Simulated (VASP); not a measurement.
Computed with LDA (Ceperley-Alder, Perdew-Zunger), VASP's LDA PAW potentials (set 64) (plane waves; VASP).

Input for VASP

INCAR:
```
SYSTEM = F2
PREC = Accurate; ENCUT = 400; LREAL = .FALSE.
LASPH = .TRUE.
EDIFF = 1E-6; NELM = 100; ALGO = Normal
ISMEAR = -1; SIGMA = 0.1
ISIF = 2
LWAVE = .FALSE.; LCHARG = .FALSE.
```

### POSCAR
```
F2
1
    2.7500000000    -1.6400000000     0.0000000000
    2.7500000000     1.6400000000     0.0000000000
   -1.5360120000     0.0000000000     7.1200170000
F
4
Direct
  0.0504000000   0.0504000000   0.0996000000
  0.9496000000   0.9496000000   0.9004000000
  0.5050000000   0.5050000000   0.6000000000
  0.4950000000   0.4950000000   0.4000000000
```

**KPOINTS**
```
Regular mesh
0
gamma
 11 11 4
```

POTCAR, in this order: F (LDA.64 set). Program: vasp_std.

The run wrote:

### OSZICAR
```
       N       E                     dE             d eps       ncg     rms          rms(c)
DAV:   1     0.163081265522E+03    0.16308E+03   -0.14187E+04  5082   0.118E+03
DAV:   2    -0.361306249214E+01   -0.16669E+03   -0.16363E+03  7404   0.297E+02
DAV:   3    -0.102587938073E+02   -0.66457E+01   -0.66202E+01  5434   0.625E+01
DAV:   4    -0.102998506297E+02   -0.41057E-01   -0.41039E-01  5570   0.556E+00
DAV:   5    -0.103001083815E+02   -0.25775E-03   -0.25774E-03  5292   0.421E-01    0.111E+01
DAV:   6    -0.893326913319E+01    0.13668E+01   -0.47803E-01  5152   0.807E+00    0.620E+00
DAV:   7    -0.844648964091E+01    0.48678E+00   -0.62546E-01  5042   0.865E+00    0.680E-01
DAV:   8    -0.844343459750E+01    0.30550E-02   -0.81722E-02  5082   0.231E+00    0.118E-01
DAV:   9    -0.844336648907E+01    0.68108E-04   -0.11770E-03  5380   0.304E-01    0.589E-02
DAV:  10    -0.844339508647E+01   -0.28597E-04   -0.10836E-04  5888   0.824E-02    0.224E-02
DAV:  11    -0.844340240303E+01   -0.73166E-05   -0.13044E-05  5190   0.405E-02    0.604E-03
DAV:  12    -0.844340197792E+01    0.42511E-06   -0.96688E-07  3240   0.119E-02
   1 F= -.84434020E+01 E0= -.84433908E+01  d E =-.223780E-04
```

### OUTCAR
```
------------------------ aborting loop because EDIFF is reached ----------------------------------------
  FORCE on cell =-STRESS in cart. coord.  units (eV):
  Direction    XX          YY          ZZ          XY          YZ          ZX
  --------------------------------------------------------------------------------------
  Total       -6.3233130     -6.2928049     -8.0935589      0.0000000      0.0000000      0.0572684
  in kB     -157.7493915   -156.9882979   -201.9121939      0.0000000      0.0000000      1.4286908
  external PRESSURE =    -172.2166278 kB  Pullay stress =       0.0000000 kB
  volume of cell :       64.22
      direct lattice vectors                 reciprocal lattice vectors
     2.750000000 -1.640000000  0.000000000     0.181818182 -0.304878049  0.039223910
     2.750000000  1.640000000  0.000000000     0.181818182  0.304878049  0.039223910
    -1.536012000  0.000000000  7.120017000     0.000000000  0.000000000  0.140449103
 POSITION                                       TOTAL-FORCE (eV/Angst)
 -----------------------------------------------------------------------------------
      0.12421      0.00000      0.70915        -0.202710      0.000000     -1.159887
      3.83977      0.00000      6.41086         0.202710      0.000000      1.159887
      1.85589      0.00000      4.27201         0.241137      0.000000     -1.328166
      2.10810      0.00000      2.84801        -0.241137      0.000000      1.328166
 -----------------------------------------------------------------------------------
    total drift:                                0.000000     -0.000000      0.000000
  FREE ENERGIE OF THE ION-ELECTRON SYSTEM (eV)
  ---------------------------------------------------
  free  energy   TOTEN  =        -8.4434019779 eV

  energy  without entropy=       -8.4433795999  energy(sigma->0) =       -8.44339079
```
(Selected blocks of OUTCAR.)

At this cut-off the stress carries a Pulay error, which pulls relaxed volumes low.

The structure comes from a measured F2 entry of the Crystallography Open Database, whose conditions weren't checked. The cell was not relaxed at this level.
